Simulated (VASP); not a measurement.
Computed with PBEsol GGA, VASP's PBE PAW potentials (set 64) (plane waves; VASP).

Input for VASP

File KPOINTS:
```
Automatic mesh
0
gamma
 11 11 10
```

### POSCAR
```
MnGe
1
    3.3340060000     0.0000000000     0.0000000000
   -1.6670030000     2.8873340000     0.0000000000
    0.0000000000     0.0000000000     3.2538250000
Mn Ge
1 1
Direct
  0.0000000000   0.0000000000   0.0000000000
  0.6666670000   0.3333330000   0.5000000000
```

INCAR:
```
ALGO = Normal
EDIFF = 1E-6
EDIFFG = -0.01
ENCUT = 400
GGA = PS
IBRION = 2
ISIF = 3
ISMEAR = 1
ISPIN = 2
LASPH = .TRUE.
LCHARG = .FALSE.
LMAXMIX = 4
LORBIT = 10
LREAL = .FALSE.
LWAVE = .FALSE.
MAGMOM = 4.0 0.0
NELM = 100
NSW = 60
PREC = Accurate
SIGMA = 0.1
SYSTEM = MnGe
```

POTCAR, in this order: Mn_pv Ge_d (PBE.64 set). Program: vasp_std.

Energy and stress use the plane-wave basis of the starting cell. The moments were started parallel, and other spin orders were not tried in this run.

Predict the energy per atom (σ→0), cell moment, volume per atom, band gap (on the k-mesh).

```
Property                                                    Result
------------------------  ----------------------------------------
energy per atom (σ→0)                       -710.5 kJ/mol of atoms
cell moment                                                0.79 μB
band gap (on the k-mesh)  none (metal, semimetal or under 0.01 eV)
volume per atom                                      12.65 Å³/atom
```

### OSZICAR
```
...
DAV:   4    -0.147284270484E+02    0.66479E-06   -0.14254E-06  4688   0.123E-02
  23 F= -.14728427E+02 E0= -.14728579E+02  d E =-.863257E-05  mag=     0.7855
       N       E                     dE             d eps       ncg     rms          rms(c)
DAV:   1    -0.147284297096E+02   -0.19964E-05   -0.31301E-05  8029   0.764E-02    0.121E-02
DAV:   2    -0.147284294111E+02    0.29858E-06   -0.29253E-05  7659   0.492E-02    0.112E-02
DAV:   3    -0.147284278189E+02    0.15922E-05   -0.99776E-06  5970   0.288E-02    0.272E-03
DAV:   4    -0.147284277750E+02    0.43820E-07   -0.25227E-07  3654   0.609E-03
  24 F= -.14728428E+02 E0= -.14728581E+02  d E =-.935919E-05  mag=     0.7856
```

The structure was generated: MnGe was put into the WC type (P-6m2), which need not be its known phase. This run relaxes it. Symmetry was kept, so distortions that lower it aren't found.
